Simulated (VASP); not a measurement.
Crystal: TaN.

```xyz
2
Lattice="0.0000 2.2113 2.2113 2.2113 0.0000 2.2113 2.2113 2.2113 0.0000" Properties=species:S:1:pos:R:3 pbc="T T T"
Ta    2.2113    2.2113    2.2113
N     0.0000    0.0000    0.0000
```

The cell comes from a database or a generator and needn't be the stable form of this composition.

```yaml
Program: VASP 6.6.1
Task: relaxation of cell and atoms
Functional: LDA
Potentials_or_basis: VASP PAW LDA potentials, release 64 (Ta_pv, N)
Cutoff: 600 eV
k_mesh: 16 × 16 × 16
Occupations: gaussian, width 0.1 eV
Spin: no spin polarisation
```

At the start: pressure -15.4 GPa; volume 10.81 Å³/atom.

Q: Where does the relaxation end?

A: Over 7 steps the energy falls by 24.1 meV/atom and the volume is 10.33 Å³/atom (-4.4 %); space group Fm-3m (No. 225, to 0.05 Å).

The path:
```csv
step,energy change (eV),largest force (eV/Å),pressure (GPa),volume (Å³)
1,0.0000,0.0000,-15.42,21.63
2,0.2660,0.0000,52.05,18.53
3,-0.0482,0.0000,-0.69,20.70
4,-0.0483,0.0000,-0.10,20.67
5,-0.0483,0.0000,0.23,20.65
6,-0.0482,0.0000,-0.43,20.69
7,-0.0483,0.0000,-0.03,20.66
```

Final structure:
```cif
data_structure
_symmetry_space_group_name_H-M 'P 1'
_symmetry_Int_Tables_number 1
_cell_length_a 3.0802
_cell_length_b 3.0802
_cell_length_c 3.0802
_cell_angle_alpha 60.000
_cell_angle_beta 60.000
_cell_angle_gamma 60.000
_cell_volume 20.66
loop_
_atom_site_label
_atom_site_type_symbol
_atom_site_fract_x
_atom_site_fract_y
_atom_site_fract_z
_atom_site_occupancy
Ta1 Ta 0.50000 0.50000 0.50000 1
N1 N 0.00000 0.00000 0.00000 1
```
